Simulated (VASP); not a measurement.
An input for Quantum ESPRESSO's pw.x (written as the equivalent of a VASP run, and not itself run):

```
&CONTROL
  calculation = 'scf'
  pseudo_dir = './pseudo'
  outdir = './out'
  tprnfor = .true.
  tstress = .true.
/
&SYSTEM
  ibrav = 0
  nat = 2
  ntyp = 2
  ecutwfc = 70
  occupations = 'smearing'
  smearing = 'gaussian'
  degauss = 0.003675
  input_dft = 'pbesol'
/
&ELECTRONS
  conv_thr = 7.3e-09
  electron_maxstep = 100
/
ATOMIC_SPECIES
  Cs 132.905 Cs.upf
  I 126.904 I.upf
CELL_PARAMETERS angstrom
     4.5164468    0.0000000    0.0000000
     0.0000000    4.5164468    0.0000000
     0.0000000    0.0000000    4.5164468
ATOMIC_POSITIONS crystal
  Cs   0.0000000  0.0000000  0.0000000
  I    0.5000000  0.5000000  0.5000000
K_POINTS automatic
  6 6 6 0 0 0
```

**Question.** Write the VASP files for the same calculation (PBEsol).

**Answer.** Several could match; the one computed here: 
**INCAR**
```
ALGO = Normal
EDIFF = 1E-7
ENCUT = 480
GGA = PS
ISIF = 2
ISMEAR = 0
LASPH = .TRUE.
LCHARG = .FALSE.
LMAXMIX = 4
LREAL = .FALSE.
LWAVE = .FALSE.
NELM = 100
PREC = Accurate
SIGMA = 0.05
SYSTEM = CsI
```

### KPOINTS
```
Automatic mesh
0
Gamma
6 6 6
0 0 0
```

**POSCAR**
```
CsI
4.5164470
  0.9999999589   0.0000000000   0.0000000000
  0.0000000000   0.9999999589   0.0000000000
  0.0000000000   0.0000000000   0.9999999589
Cs I
1 1
Direct
  0.0000000000   0.0000000000   0.0000000000
  0.5000000000   0.5000000000   0.5000000000
```

POTCAR, in this order: Cs_sv I (PBE.64 set). Program: vasp_std.

Limits of the translation: the potentials are each code's own (VASP's PAW set, PseudoDojo norm-conserving files in pw.x), so ENCUT and ecutwfc are chosen apart and not converted; conv_thr bounds pw.x's estimated SCF error, while EDIFF bounds the energy change between steps.

The compound is CsI in the CsCl type structure. It was relaxed first.
